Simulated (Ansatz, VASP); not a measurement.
# Y in two plane-wave programs

Wanted: the spread between two codes on one cell, functional and k mesh. The cell is taken from a series of runs on this material, whose earlier steps may have relaxed, scaled, displaced or heated it; both programs get it as it stands.

Main program and level: Ansatz 0.2.0; plane waves, with VASP 6.6.1 beside it; zone-centre phonons at LDA.

### 1. The starting structure

The structure is hexagonal, space group P6_3/mmc (No. 194). The conventional cell has a = 3.463 Å, b = 3.463 Å, c = 5.414 Å, α = 90.00°, β = 90.00°, γ = 120.00°. Nearest to Y lie 12 Y at 3.37 to 3.46 Å.

### 2. Ansatz: zone-centre phonons, LDA, pair 1

Ansatz runs on its PAW soft_1 files.

Second derivatives magnify differences that forces hide, and they need a tight electronic threshold.

The input, input.yaml:

```yaml
crystal:
  lattice:
    - [3.4632644832, 0.0, 0.0]
    - [-1.7316322416, 2.9992750225, 0.0]
    - [0.0, 0.0, 5.4142649357]
  atoms:
    - { symbol: "Y", position: [0.3333333333, 0.6666666667, 0.25] }
    - { symbol: "Y", position: [0.6666666667, 0.3333333333, 0.75] }
kpoints:
  mp_grid: { grid: [15, 15, 8] }
hamiltonian:
  xc: lda
  pseudopotentials: { kind: paw, azcp: { folder: soft_1 }, xc_functional: pbe }
scf:
  occupations: { method: methfessel_paxton, width: 0.2 }
output:
  eigenvalues: true
phonons:
  method: dfpt
```

Command:

```console
> ansatz run input.yaml --threads 4 --pin off --max-ram 10240MiB --backend cpu --events-out ev --progress --plain --runs-dir out
```

Numbers of over 12 decimals in the logs are rounded to 6 here.

Output:

```text
zone centre: on kpoints.mp_grid the ground state, and the responses unless they are solved on pairs of k-points, stand on 320 of the mesh's 1800 k-points, reduced under 4 symmetry operations, with k and −k counted as one. Each operation leaves every solved displacement unchanged or reverses it
Engine: ansatz 0.2.0, x86_64-unknown-linux-gnu
Pseudopotentials: kind: paw
Pseudopotential: Y, paw, valence charge 11, recommended cutoff 420 eV (normal), soft_1/Y.paw.azcp
Functional definition: SPW92
  exchange = slater_x
  correlation = pw_c
Crystal: 2 atoms, lattice volume = 56.240 Å³
Basis set: ecut = 420 eV, 1093 PW (Γ), exchange–correlation on 48×48×80 points (8 copies of the dense FFT grid, shifted against one another)
Bands: 15, of which v1, the nominal top of the filled ones, is band 11 counted from 1 (10 counted from 0)
Symmetry: 24 space group operations
k-points: 320 of 1800 (irreducible under 4 space group operations, time reversal used)
Non-local potential: Y, projectors of the file, l = 0: 3, l = 1: 2, l = 2: 2, l = 3: 1
PAW form: soft (Blöchl's): semilocal exchange-correlation on the pseudo side does not see the compensation charge
PAW frozen core: Y, regenerated for the run's functional, and the local potential with it (the file was generated under x = pbe(κ = 0.804, μ = 0.219515), c = pbe(β = 0.066725))
PAW one-centre angular grid: Y, 590 points (default); XC on 64 Gauss nodes
Initial density: superposition of atomic densities (chi_scale 0.1, normalization cell)
Initial wavefunctions: pseudopotential atomic-orbital guess
Functional: x = slater, c = lda
SCF iter   1: F=—  HF=-7491.168092 eV  |F-HF|=—  |Δ(HF+E_count)|=         —  Δρ=1.25e-2  dr2=1.31e-1  ethr=3.10e-3  ⟨swp⟩=4.5  Hψ=20574  notcnv=0
preconditioner: auto → Kerker (q_TF=auto, 2.333 Å⁻¹)  [metal: Δε(μ)=0.009 eV  Ē_g=2.789 eV  σ=0.200 eV  W_gap=0.04  n_scr=10 (ndim 8)  ℏωp=12.1 eV  f_vac=0.000  D(μ)=3.44/eV (n_scr^D=34)]
SCF iter   2: F=—  HF=-7491.137340 eV  |F-HF|=—  |Δ(HF+E_count)|=   3.08e-2  S|Δr|=    0.00e0  Δρ=7.74e-3  dr2=4.99e-2  ethr=5.93e-4  ⟨swp⟩=1.0  Hψ=7360  notcnv=0
SCF iter   3: F=—  HF=-7491.119219 eV  |F-HF|=—  |Δ(HF+E_count)|=   1.81e-2  S|Δr|=    0.00e0  Δρ=1.12e-3  dr2=7.72e-4  ethr=2.27e-4  ⟨swp⟩=2.9  Hψ=8395  notcnv=0
SCF iter   4: F=—  HF=-7491.119137 eV  |F-HF|=—  |Δ(HF+E_count)|=   8.13e-5  S|Δr|=    0.00e0  Δρ=2.22e-4  dr2=2.20e-5  ethr=3.51e-6  ⟨swp⟩=2.7  Hψ=7849  notcnv=0
SCF iter   5: F=—  HF=-7491.119132 eV  |F-HF|=—  |Δ(HF+E_count)|=   5.03e-6  S|Δr|=    0.00e0  Δρ=3.81e-5  dr2=5.60e-7  ethr=1.00e-7  ⟨swp⟩=2.1  Hψ=8304  notcnv=0
SCF iter   6: F=—  HF=-7491.119132 eV  |F-HF|=—  |Δ(HF+E_count)|=   5.82e-7  S|Δr|=    0.00e0  Δρ=6.33e-6  dr2=1.21e-8  ethr=2.54e-9  ⟨swp⟩=1.0  Hψ=4800  notcnv=0
SCF iter   7: F=—  HF=-7491.119132 eV  |F-HF|=—  |Δ(HF+E_count)|=   2.42e-9  S|Δr|=    0.00e0  Δρ=1.16e-6  dr2=5.13e-10  ethr=5.49e-11  ⟨swp⟩=2.6  Hψ=8515  notcnv=0  defer=2
SCF iter   8: F=-7491.119132 eV  HF=-7491.119132 eV  |F-HF|=1.82e-12  |Δ(HF+E_count)|=  9.09e-11  S|Δr|=    0.00e0  Δρ=9.44e-8  dr2=4.23e-12  ethr=1.00e-12  ⟨swp⟩=4.9  Hψ=21583  notcnv=0
SCF 1 converged in 8 iterations: F = -7491.119132 eV  dr2 = 4.23e-12
  greatest PAW one-centre occupation: 0.992 electrons in one spin orbital (limit 2), on the Y atom at site 1 (counted from 0), in its partial waves of l = 0
DFPT response loops at Γ: preconditioner auto → Kerker (q_TF=auto, 2.333 Å⁻¹) (partly filled bands, converged f_vac=0.000); β = 1.00, the filter's whole step (`scf.mixing.beta` (0.50) is not read by the response loops under this deck's `scf.mixing.preconditioner`; to damp them name `kerker` or `kerker_dos`, under which they read `scf.mixing.beta`, and type it under 1.00, their step now; both keys bind the ground state too); Broyden in place of MSR1
SCF converged after 8 iterations
Stability not checked: this state was not tested for a lower state beside it, because cold or Methfessel-Paxton smearing, or corrected tetrahedra, fill the levels in a way that the test cannot read (fill_not_monotonic; see scf.lower_state_search)
Free energy (F): -7491.119132 eV
Harris-Foulkes:  -7491.119132 eV  (|F-HF|=1.82e-12)
Internal energy: -7491.118393 eV  (E = F + TS)
E sigma→0 (E₀):  -7491.118947 eV
Entropy (-TS):   -0.000739 eV (-0.369 meV/atom)
Fermi energy:    11.009743 eV
--- Per-component energies (eV) ---
  E_band       = -200.525473
  E_kinetic    = 636.909096
  E_local      = -1098.621469  (includes V_loc(G=0)·N_el)
  E_nonlocal   = 62.632513
  E_hartree    = 346.939441
  E_xc         = -355.367316
  E_vxc        = -411.807277  (∫ρ·V_xc dr)
  E_paw        = -5429.882108  (= ΣΔE_a)
  E_vpaw       = -83.517275  (= ΣTr[D̂ρ^β])
  E_aug_tail   = 0.000045  (compensation charges beyond the density's cutoff)
  E_ewald      = -1654.387765
  E_core_change = 0.659170  (= ΣΔE_core)
  E_smearing   = -0.000739  (= −TS)
  E_closure    = -0.000000  (closes the sum)
  Σ components = -7491.119132   (vs F -7491.119132, Δ=0.00e0)
--- Band table (eV; the first three rows and the last of 320) ---
  k-point 0: bands = [... 7 lower, -10.7574, 6.1519, 8.8852, 12.5353, 12.8129, 12.8129, 13.2148, 13.5532]
  k-point 1: bands = [... 7 lower, -10.7990, 6.2748, 8.8554, 12.3615, 12.7396, 12.7396, 13.0975, 13.4431]
  k-point 2: bands = [... 7 lower, -10.8362, 6.6272, 8.7115, 12.0294, 12.6358, 12.6358, 12.7830, 13.1892]
  k-point 319: bands = [... 7 lower, -10.9433, 9.5788, 9.5788, 11.1879, 11.1879, 11.8255, 11.8255, 13.7469]
--- Phonons (Γ-DFPT): 2 representative perturbations + reference, on 320 of 1800 k-points (Σ response iterations 6) ---
  k mesh reduced under 4 symmetry operations, with k and −k counted as one. Each operation leaves every solved displacement unchanged or reverses it
  ASR residual: 6.280e-5 → 0.000e0 eV/Å²; symmetrization residual: 2.549e-13 eV/Å²
  ASR residual per site (eV/Å²): 6.28e-5 6.28e-5
  Γ frequencies (cm⁻¹): 0.00 0.00 0.00 87.18 87.18 159.30
  non-analytic LO–TO correction: not included (Born effective charges unavailable; polar crystals: no LO–TO splitting at Γ)
```

### 3. VASP: zone-centre phonons, LDA, pair 1

The same cell, functional (in two slightly different forms), mesh and smearing now go to VASP, with its own data sets.

Lines of VASP's logs that name or quote its potential files are left out, and so is its time.

The input, INCAR:

```
SYSTEM = Y
PREC = Accurate
ENCUT = 500
EDIFF = 1E-08
NELM = 120
ISMEAR = 1
SIGMA = 0.2
LREAL = .FALSE.
ALGO = Normal
GGA = CA
NBANDS = 17
LASPH = .TRUE.
LORBIT = 11
LWAVE = .FALSE.
LCHARG = .FALSE.
ISIF = 2
IBRION = 8
GGA_COMPAT = .FALSE.
KPAR = 2
```

The input, POSCAR:

```
Y
1.0
    3.4632644832      0.0000000000      0.0000000000
   -1.7316322416      2.9992750225      0.0000000000
    0.0000000000      0.0000000000      5.4142649357
Y
2
Direct
    0.3333333333      0.6666666667      0.2500000000
    0.6666666667      0.3333333333      0.7500000000
```

The input, KPOINTS:

```
Automatic mesh
0
Gamma
15 15 8
0 0 0
```

PAW data sets: Y_sv (LDA family, release 64).

Command:

```console
> mpirun -np 2 vasp_std
```

Output:

```text
[banner, memory and clock lines left out]
running    2 mpi-ranks, on    1 nodes
 distrk:  each k-point on    1 cores,    2 groups
 distr:  one band on    1 cores,    1 groups

 POSCAR found type information on POSCAR Y
 POSCAR found :  1 types and       2 ions
 LDA part: xc-table for (Slater(with rela. corr.)+CA(PZ))
 , standard interpolation
 POSCAR, INCAR and KPOINTS ok, starting setup
 FFT: planning ... GRIDC
 FFT: planning ... GRID_SOFT
 FFT: planning ... GRID
 WAVECAR not read
 entering main loop
       N       E                     dE             d eps       ncg     rms          rms(c)
DAV:   1     0.869167384132E+02    0.86917E+02   -0.11340E+04  4598   0.122E+03
DAV:   2    -0.732615591857E+01   -0.94243E+02   -0.92910E+02  5905   0.266E+02
DAV:   3    -0.139949937062E+02   -0.66688E+01   -0.66069E+01  7934   0.441E+01
DAV:   4    -0.141788280005E+02   -0.18383E+00   -0.18349E+00  5543   0.723E+00
DAV:   5    -0.141827539327E+02   -0.39259E-02   -0.39254E-02  6594   0.818E-01    0.361E+01
DAV:   6    -0.139056924760E+02    0.27706E+00   -0.36629E-01  4929   0.394E+00    0.222E+01
DAV:   7    -0.138762513959E+02    0.29441E-01   -0.72214E-01  6635   0.484E+00    0.179E+00
DAV:   8    -0.138642313019E+02    0.12020E-01   -0.11385E-01  5741   0.209E+00    0.463E-01
DAV:   9    -0.138644233963E+02   -0.19209E-03   -0.50583E-03  6322   0.509E-01    0.228E-01
DAV:  10    -0.138643814098E+02    0.41987E-04   -0.31473E-04  6810   0.125E-01    0.347E-02
DAV:  11    -0.138643828678E+02   -0.14581E-05   -0.17462E-05  6514   0.301E-02    0.255E-02
DAV:  12    -0.138643828308E+02    0.36996E-07   -0.40630E-06  5564   0.184E-02    0.432E-03
DAV:  13    -0.138643828079E+02    0.22911E-07   -0.14180E-07  6918   0.277E-03    0.139E-03
DAV:  14    -0.138643828062E+02    0.17267E-08   -0.10175E-08  3699   0.818E-04
   1 F= -.13864383E+02 E0= -.13864149E+02  d E =-.702688E-03
 Linear response reoptimize wavefunctions to high precision
DAV:   1    -0.138643828065E+02   -0.29786E-09   -0.22333E-09  4230   0.375E-04
DAV:   2    -0.138643828065E+02   -0.32287E-10   -0.19672E-10  3059   0.108E-04
 Linear response DOF=           2
 Linear response progress:
  Degree of freedom:   1/  2
       N       E                     dE             d eps       ncg     rms          rms(c)
RMM:   1    -0.257422775569E+00   -0.25742E+00    0.39575E+00 22585   0.106E+01
RMM:   2    -0.243146563978E+00    0.14276E-01   -0.19059E-01 32836   0.198E+00    0.172E-01
RMM:   3    -0.244649991983E+00   -0.15034E-02   -0.15195E-02 38941   0.606E-01    0.842E-02
RMM:   4    -0.245115615708E+00   -0.46562E-03   -0.25424E-03 44751   0.220E-01    0.289E-02
RMM:   5    -0.245182613882E+00   -0.66998E-04   -0.47845E-04 47839   0.963E-02    0.183E-02
RMM:   6    -0.245088197883E+00    0.94416E-04   -0.99550E-05 47433   0.356E-02    0.658E-03
RMM:   7    -0.245033390539E+00    0.54807E-04   -0.10043E-04 48401   0.193E-02    0.215E-03
RMM:   8    -0.245023560844E+00    0.98297E-05   -0.10848E-04 48881   0.101E-02    0.142E-03
RMM:   9    -0.245012127920E+00    0.11433E-04   -0.77780E-05 49206   0.629E-03    0.806E-04
RMM:  10    -0.245003939855E+00    0.81881E-05   -0.56181E-05 49248   0.416E-03    0.332E-04
RMM:  11    -0.245003970572E+00   -0.30717E-07   -0.34593E-05 49354   0.301E-03    0.160E-04
RMM:  12    -0.245002628696E+00    0.13419E-05   -0.22006E-05 49309   0.234E-03    0.906E-05
RMM:  13    -0.245002359387E+00    0.26931E-06   -0.14688E-05 49455   0.190E-03    0.683E-05
RMM:  14    -0.245002260997E+00    0.98390E-07   -0.99142E-06 48918   0.161E-03    0.407E-05
RMM:  15    -0.245002482799E+00   -0.22180E-06   -0.68835E-06 48663   0.140E-03    0.383E-05
RMM:  16    -0.245001960713E+00    0.52209E-06   -0.48200E-06 47945   0.124E-03    0.430E-05
RMM:  17    -0.245002219222E+00   -0.25851E-06   -0.34805E-06 48130   0.112E-03    0.696E-05
RMM:  18    -0.245003004451E+00   -0.78523E-06   -0.24266E-06 47530   0.102E-03    0.245E-04
RMM:  19    -0.245002280637E+00    0.72381E-06   -0.18170E-06 47043   0.941E-04    0.141E-04
RMM:  20    -0.245002162181E+00    0.11846E-06   -0.12886E-06 48469   0.867E-04    0.147E-04
RMM:  21    -0.245002068500E+00    0.93681E-07   -0.95210E-07 48341   0.811E-04    0.152E-04
RMM:  22    -0.245001981579E+00    0.86922E-07   -0.69582E-07 48119   0.764E-04    0.147E-04
 first order change of Fermi-energy   0.19615E-04
 force on displaced ion       1 direction 1 :  -1.240   0.000   0.000
 Linear response progress:
  Degree of freedom:   2/  2
       N       E                     dE             d eps       ncg     rms          rms(c)
RMM:   1    -0.305392001308E+00   -0.30539E+00    0.41934E+00  7663   0.107E+01
RMM:   2    -0.295399389840E+00    0.99926E-02   -0.20042E-01 11199   0.195E+00    0.426E-01
RMM:   3    -0.297857900726E+00   -0.24585E-02   -0.13844E-02 12384   0.582E-01    0.180E-01
RMM:   4    -0.298660908737E+00   -0.80301E-03   -0.22198E-03 14661   0.228E-01    0.220E-02
RMM:   5    -0.298551232695E+00    0.10968E-03   -0.43663E-04 15279   0.948E-02    0.287E-02
RMM:   6    -0.298504208582E+00    0.47024E-04   -0.98875E-05 15692   0.428E-02    0.766E-03
RMM:   7    -0.298310507110E+00    0.19370E-03   -0.29624E-05 15475   0.193E-02    0.562E-03
RMM:   8    -0.298294835836E+00    0.15671E-04   -0.22826E-05 15905   0.999E-03    0.106E-03
RMM:   9    -0.298287209965E+00    0.76259E-05   -0.14385E-05 16357   0.537E-03    0.514E-04
RMM:  10    -0.298278695965E+00    0.85140E-05   -0.77740E-06 16251   0.325E-03    0.257E-04
RMM:  11    -0.298281335497E+00   -0.26395E-05    0.26730E-06 16342   0.222E-03    0.188E-04
RMM:  12    -0.298280942702E+00    0.39280E-06    0.44198E-06 16304   0.164E-03    0.188E-04
RMM:  13    -0.298282342881E+00   -0.14002E-05    0.45827E-06 16218   0.132E-03    0.379E-04
RMM:  14    -0.298280100576E+00    0.22423E-05    0.32859E-06 15698   0.114E-03    0.195E-04
[...]
RMM:  27    -0.298277561774E+00   -0.52118E-08    0.44651E-07 15588   0.533E-04    0.195E-05
RMM:  28    -0.298277563248E+00   -0.14747E-08    0.32379E-07 15434   0.525E-04    0.191E-05
RMM:  29    -0.298277653664E+00   -0.90416E-07    0.30239E-07 16300   0.520E-04    0.685E-06
RMM:  30    -0.298277670317E+00   -0.16652E-07    0.22272E-07 16211   0.513E-04    0.114E-05
RMM:  31    -0.298277681564E+00   -0.11247E-07    0.19221E-07 15918   0.508E-04    0.118E-05
RMM:  32    -0.298277693761E+00   -0.12197E-07    0.12383E-07 16150   0.504E-04    0.155E-05
RMM:  33    -0.298277687182E+00    0.65790E-08    0.14697E-07 15553   0.501E-04    0.150E-05
RMM:  34    -0.298277684223E+00    0.29591E-08    0.87504E-08 15554   0.498E-04    0.165E-05
 first order change of Fermi-energy   0.50087E-04
 force on displaced ion       1 direction 3 :   0.000   0.000  -4.077
 Linear response finished
```

From OUTCAR (step 3):

```text
ion  position               nearest neighbor table
   1  0.333  0.667  0.250-   2 3.37   2 3.37   2 3.37   2 3.37   2 3.37   2 3.37
   2  0.667  0.333  0.750-   1 3.37   1 3.37   1 3.37   1 3.37   1 3.37   1 3.37

  LATTYP: Found a hexagonal cell.
 ALAT       =     3.4632644832
 C/A-ratio  =     1.5633414549

 Subroutine GETGRP returns: Found 24 space group operations
 (whereof 12 operations were pure point group operations)

The static configuration has the point symmetry D_3d.
 The point group associated with its full space group is D_6h.

 Found    135 irreducible k-points:

   k-points           NKPTS =    135   k-points in BZ     NKDIM =    135   number of bands    NBANDS=     17

   dimension x,y,z NGX =    28 NGY =   28 NGZ =   40
   dimension x,y,z NGXF=    56 NGYF=   56 NGZF=   80

   ENCUT  =  500.0 eV  36.75 Ry    6.06 a.u.   6.31  6.31  9.87*2*pi/ulx,y,z

   NELECT =      22.0000    total number of electrons

 k-points in reciprocal lattice and weights: Automatic mesh
   0.00000000  0.00000000  0.00000000       0.001
   0.06666667  0.00000000  0.00000000       0.003
   0.13333333 -0.00000000  0.00000000       0.003
   0.20000000  0.00000000  0.00000000       0.003
   0.26666667 -0.00000000  0.00000000       0.003
   0.33333333 -0.00000000  0.00000000       0.003
   0.40000000  0.00000000  0.00000000       0.003
   0.46666667 -0.00000000  0.00000000       0.003
   0.06666667  0.06666667  0.00000000       0.003
[...]
0.33333333  0.26666667  0.50000000       0.007
   0.33333333  0.33333333  0.50000000       0.001

 average (electrostatic) potential at core
       1 -36.4774       2 -36.4774

  Total        0.9878900      0.9878900      1.0000267     -0.0000000      0.0000000     -0.0000000
  in kB       28.1434742     28.1434742     28.4892296     -0.0000000      0.0000000     -0.0000000
  external PRESSURE =      28.2587260 kB  Pullay stress =       0.0000000 kB

  energy-cutoff  :      500.00
  volume of cell :       56.24
      direct lattice vectors                 reciprocal lattice vectors
     3.463264483  0.000000000  0.000000000     0.288744912  0.166706953  0.000000000
    -1.731632242  2.999275022  0.000000000     0.000000000  0.333413906  0.000000000
     0.000000000  0.000000000  5.414264936     0.000000000  0.000000000  0.184697279

 POSITION                                       TOTAL-FORCE (eV/Angst)
 -----------------------------------------------------------------------------------
     -0.00000      1.99952      1.35357         0.000000     -0.000000      0.000000
      1.73163      0.99976      4.06070        -0.000000      0.000000      0.000000
 -----------------------------------------------------------------------------------
    total drift:                               -0.000000      0.000000     -0.000000

 Eigenvectors and eigenvalues of the dynamical matrix
 ----------------------------------------------------

   1 f  =    4.734713 THz    29.749081 2PiTHz  157.933035 cm-1    19.581192 meV
             X         Y         Z           dx          dy          dz
     -0.000000  1.999517  1.353566    -0.000000    0.000000    0.707107
      1.731632  0.999758  4.060699     0.000000   -0.000000   -0.707107

   2 f  =    2.610848 THz    16.404441 2PiTHz   87.088511 cm-1    10.797594 meV
             X         Y         Z           dx          dy          dz
     -0.000000  1.999517  1.353566     0.000000   -0.707107   -0.000000
      1.731632  0.999758  4.060699     0.000000    0.707107   -0.000000

   3 f  =    2.610848 THz    16.404441 2PiTHz   87.088511 cm-1    10.797594 meV
             X         Y         Z           dx          dy          dz
     -0.000000  1.999517  1.353566     0.707107    0.000000    0.000000
      1.731632  0.999758  4.060699    -0.707107   -0.000000    0.000000

   4 f  =    0.000000 THz     0.000000 2PiTHz    0.000001 cm-1     0.000000 meV
             X         Y         Z           dx          dy          dz
     -0.000000  1.999517  1.353566    -0.000000   -0.672446    0.218669
      1.731632  0.999758  4.060699    -0.000000   -0.672446    0.218669

   5 f  =    0.000000 THz     0.000000 2PiTHz    0.000000 cm-1     0.000000 meV
             X         Y         Z           dx          dy          dz
     -0.000000  1.999517  1.353566     0.707107    0.000000    0.000000
      1.731632  0.999758  4.060699     0.707107   -0.000000    0.000000

   6 f/i=    0.000000 THz     0.000000 2PiTHz    0.000001 cm-1     0.000000 meV
             X         Y         Z           dx          dy          dz
     -0.000000  1.999517  1.353566     0.000000    0.218669    0.672446
      1.731632  0.999758  4.060699     0.000000    0.218669    0.672446

 ELASTIC MODULI CONTR FROM IONIC RELAXATION (kBar)
 Direction    XX          YY          ZZ          XY          YZ          ZX
 --------------------------------------------------------------------------------
 XX         -55.1521     55.1521      0.0000      0.0000      0.0000      0.0000
 YY          55.1521    -55.1521     -0.0000     -0.0000      0.0000      0.0000
 ZZ           0.0000     -0.0000     -0.0000     -0.0000      0.0000      0.0000
 XY           0.0000     -0.0000     -0.0000    -55.1521      0.0000      0.0000
 YZ           0.0000      0.0000      0.0000      0.0000      0.0000      0.0000
 ZX           0.0000      0.0000      0.0000      0.0000      0.0000      0.0000
 --------------------------------------------------------------------------------
```

### 4. Comparison

Known differences besides the potentials themselves: the two LDA forms differ slightly; the cutoff is 420 eV in Ansatz and 500 eV in VASP; VASP's log shows a relativistic correction to its local exchange, Ansatz's none. Total energies have different zeros and are not compared.

Compared:

| quantity | Ansatz | VASP | difference |
| --- | --- | --- | --- |
| optical mode 1 to 2 (cm⁻¹) | 87.2 | 87.1 | +0.11 % |
| optical mode 3 (cm⁻¹) | 159.3 | 157.9 | +0.87 % |

Modes are paired by rising frequency, not by their patterns, so a pair may set unlike modes beside each other; they are those without the splitting of longitudinal modes.

(Part 1 of 2 ends here.)

[Lines on the potential files, build, host, timing and source positions are cut from VASP's logs without a mark.]

[Logs are printed without paths, hosts, clocks, repeated set-up lines and the standing remarks that a program may print on its own settings, such as how far it seeks lower states.]

[Hosts, paths, dates, database ids (printed as entryN), source tags and the programs' standing remarks are cut or masked in the printed files.]
